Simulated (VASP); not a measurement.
Computed with TPSS meta-GGA, VASP's PBE PAW potentials (set 64) (plane waves; VASP 6.6.1).

The input files of a VASP run:

### INCAR
```
LCHARG = F
METAGGA = TPSS
NELM = 100   ! most electronic steps
EDIFF = 1E-7
SIGMA = 0.1   ! width (eV)
LREAL = F
PREC = Accurate
ISMEAR = 1
LASPH = T
ENCUT = 520
ISIF = 2   ! forces and stress, cell fixed
LMIXTAU = T
SYSTEM = HfN
LWAVE = F
LMAXMIX = 6   ! l cut-off of mixed one-centre charges
ALGO = Normal   ! blocked Davidson
```

KPOINTS:
```
K-points
0
G
 14 14 14
```

**POSCAR**
```
HfN
1
    0.0000000000     2.3074861953     2.3074861953
    2.3074861953     0.0000000000     2.3074861953
    2.3074861953     2.3074861953     0.0000000000
Hf N
1 1
Direct
  0.0000000000   0.0000000000   0.0000000000
  0.5000000000   0.5000000000   0.5000000000
```

POTCAR, in this order: Hf_pv N (PBE.64 set). Program: vasp_std.

The resulting files:

### OSZICAR
```
       N       E                     dE             d eps       ncg     rms          rms(c)
DAV:   1     0.689040241772E+02    0.68904E+02   -0.91724E+03  2288   0.148E+03
DAV:   2    -0.117835378869E+02   -0.80688E+02   -0.75369E+02  3132   0.348E+02
DAV:   3    -0.158204298067E+02   -0.40369E+01   -0.39738E+01  3212   0.625E+01
DAV:   4    -0.159035567966E+02   -0.83127E-01   -0.81549E-01  3350   0.857E+00
DAV:   5    -0.159053568532E+02   -0.18001E-02   -0.17754E-02  3239   0.877E-01    0.516E+01
DAV:   6    -0.250491418515E+02   -0.91438E+01   -0.11989E+01  2357   0.441E+01    0.302E+01
DAV:   7    -0.225887255753E+02    0.24604E+01   -0.48632E+01  2288   0.476E+02    0.148E+01
DAV:   8    -0.255228800766E+02   -0.29342E+01   -0.93508E+00  2327   0.402E+01    0.820E+00
DAV:   9    -0.254723135023E+02    0.50567E-01   -0.14347E-01  3009   0.396E+00    0.229E+00
DAV:  10    -0.255016952704E+02   -0.29382E-01   -0.19494E-02  2581   0.129E+00    0.136E+00
DAV:  11    -0.254998092101E+02    0.18861E-02   -0.11831E-02  2613   0.113E+00    0.354E-01
DAV:  12    -0.255015611132E+02   -0.17519E-02   -0.31453E-03  2387   0.763E-01    0.259E-01
DAV:  13    -0.255061159418E+02   -0.45548E-02   -0.28059E-03  2442   0.612E-01    0.387E-01
DAV:  14    -0.255062763677E+02   -0.16043E-03   -0.69580E-04  2749   0.265E-01    0.848E-02
DAV:  15    -0.255064170120E+02   -0.14064E-03   -0.54012E-05  2696   0.898E-02    0.327E-02
DAV:  16    -0.255065458508E+02   -0.12884E-03   -0.35022E-05  2377   0.561E-02    0.151E-02
DAV:  17    -0.255065478652E+02   -0.20144E-05   -0.33710E-06  2599   0.185E-02    0.265E-03
DAV:  18    -0.255065476301E+02    0.23508E-06   -0.11412E-07  1782   0.391E-03    0.201E-03
DAV:  19    -0.255065478868E+02   -0.25669E-06   -0.23601E-08  1339   0.222E-03    0.133E-03
DAV:  20    -0.255065478160E+02    0.70822E-07   -0.12739E-08  1285   0.127E-03
   1 F= -.25506548E+02 E0= -.25506297E+02  d E =-.752839E-03
```

### OUTCAR
```
------------------------ aborting loop because EDIFF is reached ----------------------------------------
  FORCE on cell =-STRESS in cart. coord.  units (eV):
  Direction    XX          YY          ZZ          XY          YZ          ZX
  --------------------------------------------------------------------------------------
  Total       -2.1936536     -2.1936536     -2.1936536      0.0000000      0.0000000     -0.0000000
  in kB     -143.0313692   -143.0313692   -143.0313692      0.0000000      0.0000000     -0.0000000
  external PRESSURE =    -143.0313692 kB  Pullay stress =       0.0000000 kB
  volume of cell :       24.57
      direct lattice vectors                 reciprocal lattice vectors
     0.000000000  2.307486195  2.307486195    -0.216686020  0.216686020  0.216686020
     2.307486195  0.000000000  2.307486195     0.216686020 -0.216686020  0.216686020
     2.307486195  2.307486195  0.000000000     0.216686020  0.216686020 -0.216686020
 POSITION                                       TOTAL-FORCE (eV/Angst)
 -----------------------------------------------------------------------------------
      0.00000      0.00000      0.00000        -0.000000     -0.000000     -0.000000
      2.30749      2.30749      2.30749         0.000000      0.000000      0.000000
 -----------------------------------------------------------------------------------
    total drift:                                0.000000     -0.000000     -0.000000
  FREE ENERGIE OF THE ION-ELECTRON SYSTEM (eV)
  ---------------------------------------------------
  free  energy   TOTEN  =       -25.5065478160 eV

  energy  without entropy=      -25.5057949770  energy(sigma->0) =      -25.50629687
```
(Selected blocks of OUTCAR.)

The compound is HfN in the rock salt structure. This cell is one point of a volume scan, at 1.06 of the reference volume. The electron count is odd and the run is not spin-polarised, which forces a metal.
